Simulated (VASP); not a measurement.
Output of a VASP run:

### OSZICAR
```
       N       E                     dE             d eps       ncg     rms          rms(c)
DAV:   1    -0.792544552071E+01   -0.79254E+01   -0.69065E-01   555   0.282E+01    0.198E+00
DAV:   2    -0.791482879892E+01    0.10617E-01   -0.18807E-01   496   0.946E+00    0.110E+00
DAV:   3    -0.791543076545E+01   -0.60197E-03   -0.21120E-02   506   0.271E+00    0.698E-01
DAV:   4    -0.791525441439E+01    0.17635E-03   -0.18420E-03   456   0.562E-01    0.408E-01
DAV:   5    -0.791511925822E+01    0.13516E-03   -0.23315E-04   608   0.222E-01    0.237E-01
DAV:   6    -0.791509334112E+01    0.25917E-04   -0.57548E-05   466   0.694E-02    0.135E-01
DAV:   7    -0.791508262509E+01    0.10716E-04   -0.78602E-06   466   0.389E-02    0.763E-02
DAV:   8    -0.791507805965E+01    0.45654E-05   -0.15955E-06   423   0.137E-02    0.415E-02
DAV:   9    -0.791507632173E+01    0.17379E-05   -0.59125E-07   246   0.652E-03    0.226E-02
DAV:  10    -0.791507565331E+01    0.66842E-06   -0.27433E-07   213   0.466E-03
   1 F= -.79150757E+01 E0= -.79150757E+01  d E =-.190116E-10
```

### OUTCAR
```
------------------------ aborting loop because EDIFF is reached ----------------------------------------
  FORCE on cell =-STRESS in cart. coord.  units (eV):
  Direction    XX          YY          ZZ          XY          YZ          ZX
  --------------------------------------------------------------------------------------
  Total        1.4099078      1.4099078      1.4099078      0.0000000      0.0000000     -0.0000000
  in kB       52.5112854     52.5112854     52.5112854      0.0000000      0.0000000     -0.0000000
  external PRESSURE =      52.5112854 kB  Pullay stress =       0.0000000 kB
  volume of cell :       43.02
      direct lattice vectors                 reciprocal lattice vectors
     0.000000000  2.781033457  2.781033457    -0.179789279  0.179789279  0.179789279
     2.781033457  0.000000000  2.781033457     0.179789279 -0.179789279  0.179789279
     2.781033457  2.781033457  0.000000000     0.179789279  0.179789279 -0.179789279
  FREE ENERGIE OF THE ION-ELECTRON SYSTEM (eV)
  ---------------------------------------------------
  free  energy   TOTEN  =        -7.9150756533 eV

  energy  without entropy=       -7.9150756533  energy(sigma->0) =       -7.91507565

  exchange ACFDT corr.  =         0.00000000  see jH, gK, PRB 81, 115126
```
(Selected blocks of OUTCAR.)

POSCAR:
```
ZnSe
1
    0.0000000000     2.7810334571     2.7810334571
    2.7810334571     0.0000000000     2.7810334571
    2.7810334571     2.7810334571     0.0000000000
Zn Se
1 1
Direct
  1.0000000000   0.0000000000   1.0000000000
  0.2500000000   0.2500000000   0.2500000000
```

**Question.** Write an INCAR and KPOINTS that could have produced this output.

**Answer.** Several could match; the one computed here: the input of the run itself, PBE0 hybrid, plane waves, VASP's PBE PAW potentials (set 64).

INCAR:
```
SYSTEM = ZnSe
PREC = Accurate
ENCUT = 520
EDIFF = 1E-6
NELM = 60
ALGO = Normal
LREAL = .FALSE.
LASPH = .TRUE.
ISMEAR = 0
SIGMA = 0.05
GGA = PE
AEXX = 0.25
HFRCUT = -1
LHFCALC = .TRUE.
PRECFOCK = Fast
ISYM = 3
LMAXMIX = 4
LWAVE = .FALSE.
LCHARG = .FALSE.
ISIF = 2
```

File KPOINTS:
```
Automatic mesh
0
Gamma
6 6 6
0 0 0
```

POTCAR, in this order: Zn Se (PBE.64 set). Program: vasp_std. Read from the step before: WAVECAR.

The compound is ZnSe in the zinc blende structure. This cell is one point of a volume scan, at 0.91 of the reference volume. The cell's shape comes from a PBE relaxation.
